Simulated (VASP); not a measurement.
These are PBE GGA with D3 dispersion (zero damping), VASP's PBE PAW potentials (set 64) (plane waves; VASP) values and carry that method's errors.

A VASP calculation is set up with these files.

### INCAR
```
! general
SYSTEM = SiC
PREC   = Accurate
ENCUT  = 520
LREAL  = .FALSE.
LASPH  = .TRUE.
ICHARG = 11

! electronic loop
EDIFF  = 1E-7
NELM   = 100
ALGO   = Normal

! smearing
ISMEAR = 0
SIGMA  = 0.05

! functional
GGA    = PE
IVDW   = 11

! output
LWAVE  = .FALSE.
LCHARG = .FALSE.
LORBIT = 11
```

File POSCAR:
```
SiC
1
   -0.0000000000     2.1830459988     2.1830459988
    2.1830459988     0.0000000000     2.1830459988
    2.1830459988     2.1830459988    -0.0000000000
Si C
1 1
Direct
  0.0000000000   0.0000000000   0.0000000000
  0.2500000000   0.2500000000   0.2500000000
```

File KPOINTS:
```
k-points along high-symmetry lines
15
Line-mode
Reciprocal
  0.000000   0.000000   0.000000 ! GAMMA
 -0.500000  -0.500000   0.000000 ! X

 -0.500000  -0.500000   0.000000 ! X
 -0.375000  -0.375000   0.250000 ! U

 -0.375000  -0.000000   0.375000 ! K
  0.000000   0.000000   0.000000 ! GAMMA

  0.000000   0.000000   0.000000 ! GAMMA
 -0.000000  -0.000000   0.500000 ! L

 -0.000000  -0.000000   0.500000 ! L
 -0.500000  -0.250000   0.250000 ! W

 -0.500000  -0.250000   0.250000 ! W
 -0.500000  -0.500000   0.000000 ! X
```

POTCAR, in this order: Si C (PBE.64 set). Program: vasp_std. Read from the step before: CHGCAR.

The run wrote:

### OSZICAR
```
       N       E                     dE             d eps       ncg     rms          rms(c)
DAV:   1     0.605084751041E+01    0.60508E+01   -0.41090E+03  1504   0.834E+02
DAV:   2    -0.132065623221E+02   -0.19257E+02   -0.17728E+02  2184   0.977E+01
DAV:   3    -0.134907921226E+02   -0.28423E+00   -0.28423E+00  1568   0.149E+01
DAV:   4    -0.134917526221E+02   -0.96050E-03   -0.96050E-03  2432   0.930E-01
DAV:   5    -0.134917533043E+02   -0.68218E-06   -0.68175E-06  1592   0.157E-02
DAV:   6    -0.134917533063E+02   -0.20152E-08   -0.24501E-08  2384   0.708E-04
   1 F= -.13781311E+02 E0= -.13781311E+02  d E =-.581123E-19
```

OUTCAR:
```
 val. band max:        8.0444988666   @ k =   0.0000   0.0000   0.0000

 cond. band min:       9.4067064197   @ k =  -0.5000  -0.5000   0.0000



 k-point     1 :       0.0000    0.0000    0.0000
  band No.  band energies     occupation
      1      -7.3151      2.00000
      2       8.0445      2.00000
      3       8.0445      2.00000
      4       8.0445      2.00000
      5      14.2133      0.00000
      6      15.3134      0.00000
      7      15.3134      0.00000
      8      15.3134      0.00000

 k-point     2 :      -0.0357   -0.0357    0.0000
  band No.  band energies     occupation
      1      -7.2819      2.00000
      2       7.9365      2.00000
      3       7.9779      2.00000
      4       7.9779      2.00000
      5      14.3107      0.00000
      6      15.2240      0.00000
      7      15.4101      0.00000
      8      15.4101      0.00000

 k-point     3 :      -0.0714   -0.0714    0.0000
  band No.  band energies     occupation
      1      -7.1826      2.00000
      2       7.6350      2.00000
      3       7.7903      2.00000
      4       7.7903      2.00000
      5      14.5314      0.00000
      6      15.0090      0.00000
      7      15.6868      0.00000
      8      15.6868      0.00000

 k-point     4 :      -0.1071   -0.1071    0.0000
  band No.  band energies     occupation
      1      -7.0175      2.00000
      2       7.1892      2.00000
      3       7.5122      2.00000
      4       7.5122      2.00000
      5      14.4153      0.00000
      6      15.0703      0.00000
      7      16.1109      0.00000
      8      16.1109      0.00000

 k-point     5 :      -0.1429   -0.1429    0.0000
  band No.  band energies     occupation
      1      -6.7876      2.00000
      2       6.6463      2.00000
      3       7.1786      2.00000
      4       7.1786      2.00000
      5      13.9362      0.00000
      6      15.3134      0.00000
      7      16.6437      0.00000
      8      16.6437      0.00000
...
```

The density is held fixed in this step, so its total energy and stress have no physical meaning.

The compound is SiC in the zinc blende structure. It was relaxed first.
